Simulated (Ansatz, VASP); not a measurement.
# Mo (Mo(111)) in two plane-wave programs, part 2 of 2

Aim: how closely do two programs agree when they are given the same cell, functional and k mesh? The cell is taken from a series of runs on this material, whose earlier steps may have relaxed, scaled, displaced or heated it; both programs get it as it stands. Other levels of theory on this material are compared in a session of their own.

VASP 6.6.1 and Ansatz 0.2.0.

So far: Set-up; Ansatz: single point, PBE.

### 3. VASP: single point, PBE

Level of this step: PBE; plane waves and PAW (Mo_sv) (VASP).

The same cell, functional, mesh and smearing now go to VASP, with its own data sets.

Lines of VASP's logs that name or quote its potential files are left out, and so is its time.

The input, INCAR:

```
SYSTEM = Mo
PREC = Accurate
ENCUT = 400
EDIFF = 1E-06
NELM = 120
ISMEAR = 1
SIGMA = 0.1
LREAL = .FALSE.
ALGO = Normal
GGA = PE
NBANDS = 112
LASPH = .TRUE.
LORBIT = 11
LWAVE = .FALSE.
LCHARG = .FALSE.
ISIF = 2
LDIPOL = .TRUE.
IDIPOL = 3
DIPOL = 0.5 0.5 0.5
LVHAR = .TRUE.
GGA_COMPAT = .FALSE.
NELMDL = -8
KPAR = 4
```

The input, POSCAR:

```
Mo
1.0
    4.4547727215      0.0000000000      0.0000000000
   -2.2273863607      3.8579463449      0.0000000000
    0.0000000000      0.0000000000     26.9119200877
Mo
13
Direct
    0.0000000000      0.0000000000      0.2972660432
    0.3333333333      0.6666666667      0.3310550360
    0.6666666667      0.3333333333      0.3648440288
    0.0000000000      0.0000000000      0.3986330216
    0.3333333333      0.6666666667      0.4324220144
    0.6666666667      0.3333333333      0.4662110072
    0.0000000000      0.0000000000      0.5000000000
    0.3333333333      0.6666666667      0.5337889928
    0.6666666667      0.3333333333      0.5675779856
    0.0000000000      0.0000000000      0.6013669784
    0.3333333333      0.6666666667      0.6351559712
    0.6666666667      0.3333333333      0.6689449640
    0.0000000000      0.0000000000      0.7027339568
```

The input, KPOINTS:

```
Automatic mesh
0
Gamma
12 12 1
0 0 0
```

Potentials, in the order of the species: Mo_sv (PBE family, release 64).

Run with:

```bash
$ mpirun -np 4 vasp_std
```

Numbers of over 12 decimals in the logs are rounded to 6 here.

The log of the run:

```text
[banner, memory and clock lines left out]
running    4 mpi-ranks, on    1 nodes
 distrk:  each k-point on    1 cores,    4 groups
 distr:  one band on    1 cores,    1 groups

 POSCAR found type information on POSCAR Mo
 POSCAR found :  1 types and      13 ions
 LDA part: xc-table for (Slater+PW92), standard interpolation
 POSCAR, INCAR and KPOINTS ok, starting setup
 FFT: planning ... GRIDC
 FFT: planning ... GRID_SOFT
 FFT: planning ... GRID
 WAVECAR not read
 entering main loop
       N       E                     dE             d eps       ncg     rms          rms(c)
DAV:   1     0.178503482522E+04    0.17850E+04   -0.10670E+05  5480   0.126E+03
DAV:   2    -0.773576881873E+02   -0.18624E+04   -0.18070E+04  4808   0.434E+02
DAV:   3    -0.144589173365E+03   -0.67231E+02   -0.64881E+02  5816   0.705E+01
DAV:   4    -0.146825218054E+03   -0.22360E+01   -0.21875E+01  5568   0.980E+00
DAV:   5    -0.146915672767E+03   -0.90455E-01   -0.89736E-01  5840   0.161E+00
DAV:   6    -0.146919134646E+03   -0.34619E-02   -0.34472E-02  5632   0.281E-01
DAV:   7    -0.146919338911E+03   -0.20426E-03   -0.20377E-03  5184   0.589E-02
DAV:   8    -0.146919353618E+03   -0.14707E-04   -0.14683E-04  5008   0.135E-02    0.473E+01
DAV:   9    -0.163935360078E+03   -0.17016E+02   -0.14058E+02  5808   0.373E+01    0.384E+01
DAV:  10    -0.181412743098E+03   -0.17477E+02   -0.41412E+02  6168   0.538E+01    0.437E+01
DAV:  11    -0.153887706033E+03    0.27525E+02   -0.30354E+02  5768   0.362E+01    0.293E+01
DAV:  12    -0.135613758260E+03    0.18274E+02   -0.92666E+01  5744   0.210E+01    0.107E+01
DAV:  13    -0.135752742548E+03   -0.13898E+00   -0.69478E+00  5632   0.682E+00    0.986E+00
DAV:  14    -0.135651726926E+03    0.10102E+00   -0.50998E-01  5752   0.316E+00    0.840E+00
[...]
DAV:  28    -0.135054581407E+03   -0.56356E-04   -0.20581E-05  4752   0.153E-02    0.146E-02
DAV:  29    -0.135054633187E+03   -0.51780E-04   -0.10996E-05  3840   0.562E-03    0.662E-03
DAV:  30    -0.135054661635E+03   -0.28448E-04   -0.17316E-06  3392   0.386E-03    0.494E-03
DAV:  31    -0.135054700473E+03   -0.38838E-04   -0.39586E-06  3744   0.532E-03    0.367E-03
DAV:  32    -0.135054711708E+03   -0.11235E-04   -0.83622E-07  3152   0.258E-03    0.659E-04
DAV:  33    -0.135054718457E+03   -0.67491E-05   -0.45618E-07  3072   0.116E-03    0.591E-04
DAV:  34    -0.135054719656E+03   -0.11995E-05   -0.81281E-08  2808   0.594E-04    0.306E-04
DAV:  35    -0.135054720153E+03   -0.49732E-06   -0.43022E-08  2696   0.341E-04
   1 F= -.13505472E+03 E0= -.13505469E+03  d E =-.894191E-04
```

From OUTCAR (step 3):

```text
ion  position               nearest neighbor table
   1  0.000  0.000  0.297-   2 2.73   2 2.73   2 2.73   4 2.73   3 3.15   3 3.15   3 3.15
   2  0.333  0.667  0.331-   1 2.73   3 2.73   3 2.73   1 2.73   1 2.73   5 2.73   3 2.73   4 3.15
                             4 3.15   4 3.15
   3  0.667  0.333  0.365-   4 2.73   2 2.73   2 2.73   4 2.73   4 2.73   6 2.73   2 2.73   1 3.15
                             5 3.15   5 3.15   1 3.15   1 3.15   5 3.15
   4  0.000  0.000  0.399-   3 2.73   5 2.73   5 2.73   3 2.73   3 2.73   5 2.73   1 2.73   7 2.73
                             2 3.15   6 3.15   2 3.15   6 3.15   2 3.15   6 3.15
   5  0.333  0.667  0.432-   4 2.73   6 2.73   6 2.73   4 2.73   4 2.73   2 2.73   8 2.73   6 2.73
                             7 3.15   3 3.15   3 3.15   7 3.15   7 3.15   3 3.15
   6  0.667  0.333  0.466-   7 2.73   5 2.73   5 2.73   7 2.73   7 2.73   3 2.73   9 2.73   5 2.73
                             4 3.15   8 3.15   8 3.15   4 3.15   4 3.15   8 3.15
   7  0.000  0.000  0.500-   6 2.73   8 2.73   8 2.73   6 2.73   6 2.73   8 2.73   4 2.73  10 2.73
                             9 3.15   5 3.15   9 3.15   5 3.15   5 3.15   9 3.15
   8  0.333  0.667  0.534-   7 2.73   9 2.73   9 2.73   7 2.73   7 2.73   5 2.73  11 2.73   9 2.73
                            10 3.15   6 3.15   6 3.15  10 3.15  10 3.15   6 3.15
   9  0.667  0.333  0.568-  10 2.73   8 2.73   8 2.73  10 2.73  10 2.73  12 2.73   6 2.73   8 2.73
                             7 3.15  11 3.15  11 3.15   7 3.15   7 3.15  11 3.15
  10  0.000  0.000  0.601-   9 2.73  11 2.73  11 2.73   9 2.73   9 2.73  11 2.73   7 2.73  13 2.73
                            12 3.15   8 3.15  12 3.15   8 3.15  12 3.15   8 3.15
  11  0.333  0.667  0.635-  10 2.73  12 2.73  12 2.73  10 2.73  10 2.73   8 2.73  12 2.73  13 3.15
                             9 3.15   9 3.15  13 3.15  13 3.15   9 3.15
  12  0.667  0.333  0.669-  13 2.73  11 2.73  11 2.73  13 2.73  13 2.73   9 2.73  11 2.73  10 3.15
                            10 3.15  10 3.15
  13  0.000  0.000  0.703-  12 2.73  12 2.73  12 2.73  10 2.73  11 3.15  11 3.15  11 3.15

  LATTYP: Found a hexagonal cell.
 ALAT       =     4.4547727215
 C/A-ratio  =     6.0411432345

 Subroutine GETGRP returns: Found 12 space group operations
 (whereof 12 operations were pure point group operations)

The static configuration has the point symmetry D_3d.

 Found     19 irreducible k-points:

   k-points           NKPTS =     19   k-points in BZ     NKDIM =     19   number of bands    NBANDS=    112

   dimension x,y,z NGX =    30 NGY =   30 NGZ =  180
   dimension x,y,z NGXF=    60 NGYF=   60 NGZF=  360

   ENCUT  =  400.0 eV  29.40 Ry    5.42 a.u.   7.26  7.26 43.89*2*pi/ulx,y,z

   NELECT =     182.0000    total number of electrons

 k-points in reciprocal lattice and weights: Automatic mesh
   0.00000000  0.00000000  0.00000000       0.007
   0.08333333  0.00000000  0.00000000       0.042
   0.16666667  0.00000000  0.00000000       0.042
   0.25000000 -0.00000000  0.00000000       0.042
   0.33333333  0.00000000  0.00000000       0.042
   0.41666667 -0.00000000  0.00000000       0.042
   0.50000000 -0.00000000  0.00000000       0.021
   0.08333333  0.08333333  0.00000000       0.042
   0.16666667  0.08333333  0.00000000       0.083
[...]
0.33333333  0.25000000  0.00000000       0.083
   0.33333333  0.33333333  0.00000000       0.014

 dipolmoment           0.000000      0.000000     -0.000000 electrons x Angstroem

 average (electrostatic) potential at core
       1 -78.0155       2 -78.1049       3 -78.3085       4 -78.2645       5 -78.3501
       6 -78.2096       7 -78.2653       8 -78.2096       9 -78.3501      10 -78.2645
      11 -78.3085      12 -78.1049      13 -78.0155

 E-fermi :   3.5290

 k-point     1 :       0.0000    0.0000    0.0000
  band No.  band energies     occupation
    ...
     88       2.2939      2.00000
     89       2.3294      2.00000
     90       2.5520      2.00000
     91       2.9374      2.00000
     92       3.5488      0.67194
     93       4.1951     -0.00000
     94       4.6829     -0.00000
     95       4.7108     -0.00000
     96       4.7108     -0.00000
     97       4.7259     -0.00000
    ...

 k-point     2 :       0.0833    0.0000    0.0000
  band No.  band energies     occupation
    ...
     87       2.3629      2.00000
     88       2.3760      2.00000
     89       2.4471      2.00000
     90       2.5697      2.00000
     91       2.9650      2.00000
     92       3.5770      0.28257
     93       4.1763     -0.00000
     94       4.6329     -0.00000
     95       4.6780     -0.00000
     96       4.6795     -0.00000
    ...

 k-point     3 :       0.1667    0.0000    0.0000
  band No.  band energies     occupation
    ...
     87       2.5544      2.00000
     88       2.6449      2.00000
     89       2.6671      2.00000
     90       2.7624      2.00000
     91       3.1032      2.00000
     92       3.6723     -0.06098
     93       4.1019     -0.00000
     94       4.2248     -0.00000
     95       4.5157     -0.00000
     96       4.5528     -0.00000
    ...

  Total      -10.1666648    -10.1666648     -8.2347149     -0.0000000     -0.0000000     -0.0000000
  in kB      -35.2178362    -35.2178362    -28.5254649     -0.0000000     -0.0000000     -0.0000000
  external PRESSURE =     -32.9870458 kB  Pullay stress =       0.0000000 kB

  energy-cutoff  :      400.00
  volume of cell :      462.52
      direct lattice vectors                 reciprocal lattice vectors
     4.454772722  0.000000000  0.000000000     0.224478343  0.129602632  0.000000000
    -2.227386361  3.857946345  0.000000000     0.000000000  0.259205264  0.000000000
     0.000000000  0.000000000 26.911920088     0.000000000  0.000000000  0.037158255

 POSITION                                       TOTAL-FORCE (eV/Angst)
 -----------------------------------------------------------------------------------
      0.00000      0.00000      8.00000        -0.000000      0.000000      2.003162
     -0.00000      2.57196      8.90933        -0.000000     -0.000000     -0.070964
      2.22739      1.28598      9.81865         0.000000     -0.000000     -1.022837
      0.00000      0.00000     10.72798        -0.000000      0.000000     -0.909054
     -0.00000      2.57196     11.63731         0.000000      0.000000     -0.481370
      2.22739      1.28598     12.54663        -0.000000      0.000000     -0.092907
      0.00000      0.00000     13.45596        -0.000000      0.000000      0.000000
     -0.00000      2.57196     14.36529         0.000000      0.000000      0.092907
      2.22739      1.28598     15.27461        -0.000000      0.000000      0.481370
      0.00000      0.00000     16.18394        -0.000000     -0.000000      0.909054
     -0.00000      2.57196     17.09327        -0.000000      0.000000      1.022837
      2.22739      1.28598     18.00259         0.000000      0.000000      0.070964
      0.00000      0.00000     18.91192        -0.000000     -0.000000     -2.003162
 -----------------------------------------------------------------------------------
    total drift:                               -0.000000      0.000000      0.000000

  FREE ENERGIE OF THE ION-ELECTRON SYSTEM (eV)
  ---------------------------------------------------
  free  energy   TOTEN  =      -135.0547201534 eV

  energy  without entropy=     -135.0546307344  energy(sigma->0) =     -135.05469035

 vacuum level on the upper side and lower side of the slab         7.149         7.149

 total charge
# of ion       s       p       d       tot
------------------------------------------
    1        2.338   6.045   3.944  12.327
    2        2.389   6.155   3.893  12.437
    3        2.368   6.175   3.872  12.415
    4        2.378   6.204   3.908  12.489
    5        2.384   6.211   3.889  12.484
    6        2.380   6.208   3.920  12.508
    7        2.384   6.206   3.910  12.499
    8        2.380   6.208   3.920  12.508
    9        2.384   6.211   3.889  12.484
   10        2.378   6.204   3.908  12.489
   11        2.368   6.175   3.872  12.415
   12        2.389   6.155   3.893  12.437
   13        2.338   6.045   3.944  12.327
--------------------------------------------------
tot         30.857  80.201  50.762 161.820

[... 3 further parts left out ...]
```

### 4. Comparison

Known differences besides the potentials themselves: the cutoff is 600 eV in Ansatz and 400 eV in VASP. Total energies have different zeros and are not compared.

Compared:

| quantity | Ansatz | VASP | difference |
| --- | --- | --- | --- |
| work function, lower of the two faces (eV) | 3.62 | 3.62 | 0.00 |
| work function, higher of the two faces (eV) | 3.62 | 3.62 | 0.00 |

Where the cell holds vacuum, a pressure given here is an average over it and none of the material.

### 5. Outcome

| Quantity | Value |
| --- | --- |
| difference in work function, lower of the two faces (single point, PBE) | -7.3e-4 eV |

In words: The difference in work function, lower of the two faces is -7.3e-4 eV (single point, PBE). 4 further pairs of this series are not shown here. How closely two codes agree says nothing of how well the functional describes the real material.

[Lines on the potential files, build, host, timing and source positions are cut from VASP's logs without a mark.]

[Logs are printed without paths, hosts, clocks, repeated set-up lines and the standing remarks that a program may print on its own settings, such as how far it seeks lower states.]

[Hosts, paths, dates, database ids (printed as entryN), source tags and the programs' standing remarks are cut or masked in the printed files.]
